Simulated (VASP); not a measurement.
Runs of VASP 6.6.1 on TaTeI. The structure is hexagonal, space group P-6m2 (No. 187). The conventional cell has a = 5.208 Å, b = 5.208 Å, c = 4.177 Å, α = 90.00°, β = 90.00°, γ = 120.00°. Ta (site symmetry -6m2) has 3 I at 3.01 Å as nearest neighbours. Around Te (site symmetry -6m2) lie 6 I at 3.66 Å and 6 Ta at 3.66 Å and 2 Te at 4.18 Å. I (site symmetry -6m2) is surrounded by 3 Ta at 3.01 Å. The cell was built by a generator and needn't be a form met in nature.

```tsv
task	level	cell	cutoff (eV)	smearing	gap on the mesh (eV)	pressure (GPa)	relaxed volume (Å³/atom)
single point	r2SCAN	as given	520	fermi-dirac 0.05 eV	none	-10.5	-
relaxation of cell and atoms	r2SCAN	relaxed	600	gaussian 0.05 eV	none	0.0	24.75
relaxation of cell and atoms	TPSS	relaxed	600	gaussian 0.05 eV	none	0.0	(a)
relaxation of cell and atoms	r2SCAN+D3(BJ)	relaxed	600	gaussian 0.05 eV	none	0.0	24.21
```

Alike in all rows: potentials or basis VASP PAW PBE potentials, release 64 (Ta_pv, Te, I); no spin polarisation; k mesh 6 × 6 × 7.

Question: Estimate the missing entries.

Answer: (a) 24.15.

Caveats: the PAW data sets were made with another functional, which shifts forces and pressure a little; the volume moved by over 15 % at a fixed basis, so the end points are rough (some runs); pairwise dispersion overbinds metals, which lowers pressure and volume (some runs).

A k mesh can miss the band edges, and the runs leave out spin-orbit coupling on I, Ta, Te.

A gap of «none» marks a metal or a gap under the smearing width.
